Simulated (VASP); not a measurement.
A cell of Li2O (antifluorite) near equilibrium:

```yaml
crystal:
  lattice:
    - [0.00000, 2.31000, 2.31000]
    - [2.31000, 0.00000, 2.31000]
    - [2.31000, 2.31000, 0.00000]
  atoms:
    - { symbol: Li, position: [0.25000, 0.25000, 0.25000] }
    - { symbol: Li, position: [0.75000, 0.75000, 0.75000] }
    - { symbol: O, position: [0.00000, 0.00000, 0.00000] }
```

Computed with PBE GGA, VASP's PBE PAW potentials (set 64) (plane waves; VASP).

| run | ΔE (meV/atom) | σxx | σyy | σzz | largest shear component, with its sign (GPa) | largest force (eV/Å) | gap (eV) |
|---|---|---|---|---|---|---|---|
| as it is | 0.0 | 0.00 | 0.00 | 0.00 | 0.00 | 0.000 | 4.97 |
| after one change | 0.9 | -2.31 | -2.31 | -2.31 | 0.00 | 0.000 | 4.92 |
Stress is in GPa, positive when the cell is compressed; gaps are those on the k-mesh, and 0.00 means metallic.

Q: Name the change that produced these shifts.
A) isotropic strain of +1.0 %
B) isotropic strain of +0.5 %
C) isotropic strain of +3.0 %
D) isotropic strain of +2.0 %

A: A, isotropic strain of +1.0 %

The compound is Li2O in the antifluorite structure. The cell was not relaxed at this level.
